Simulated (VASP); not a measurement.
Data:

```
CELL_PARAMETERS angstrom
      1.59426    -2.76133     0.00000
      1.59426     2.76133     0.00000
      0.00000     0.00000     3.54376
ATOMIC_POSITIONS crystal
  Hf 0.00000 0.00000 0.00000
  B  0.33333 0.66667 0.50000
  B  0.66667 0.33333 0.50000
```

The numbers are results of PBE GGA, VASP's PBE PAW potentials (set 64) (plane waves; VASP), not measurements. Run with 600 eV cut-off, 10×10×8 Γ-centred mesh, first-order Methfessel-Paxton smearing of 0.10 eV, potentials Hf_pv B.

**Question.** Give the stress tensor in GPa (positive for a compressed cell).

**Answer.** 
```
-10.80    0.00    0.00
  0.00  -10.80    0.00
  0.00    0.00   -9.58
```
The pressure is its mean diagonal, -10.39 GPa.

The compound is HfB2 in the AlB2 type structure. This cell was strained or had an atom moved on purpose.
